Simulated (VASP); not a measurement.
**Ba: transverse stress against strain**

Ba (bcc, Im-3m, 58.643 Å³/atom and stress up to 0.03 GPa in the relaxed cell, cube axes along x, y and z) under a strain ε along a cube axis (axis z), the other axes held. PBEsol in VASP (plane waves, PAW), 480 eV, 12×12×12 Γ-centred mesh, Methfessel-Paxton smearing 0.10 eV. Against the start cell, which lies near the measured one, the relaxed cell differs by -7.3 % in volume; the values below rest on it. Stress is positive for a compressed cell.

Here s stands for strain and y for stress xx.

```csv
strain (%),stress xx (GPa)
-1.50,0.08
-1.00,0.04
-0.50,0.01
0.00,-0.03
0.50,-0.06
1.00,-0.10
1.50,-0.13
3.00,?
```

Task: Fit y against s with a straight line, and predict the withheld value at s = 3.00.

Result: Means: s 0, y -0.027. About the means, the sum of products is -0.49000 and the sum of squares of s is 7.0000; the slope is their ratio. Least squares gives y = -0.027 - 0.0700·s. Residuals (row less fit): 0.002, -0.003, 0.002, -0.003, 0.002, -0.003, 0.002; standard error 0.003 (degrees of freedom: 5). The slope gives the elastic constant C12 = about 7.0 GPa. At the withheld row, y = -0.027 - 0.0700 × 3.0 = -0.237 GPa. The calculation gives -0.24 GPa, which the fit meets to the printed digits. The row lies outside the fitted rows, so this is an extrapolation. The scatter of the fitted rows lies at the last printed digit.

In a metal these values are sensitive to mesh and smearing; energies are taken to zero smearing, stresses follow the free energy. Rows are the converged runs of the series near zero and its far end, less any whose ions stayed unrelaxed beside relaxed ones; series whose fitted rows scatter by over a few per cent of the range, as at a crossing or softening among them, aren't shown in this form. Most that stay on the fit to the last digits aren't either.
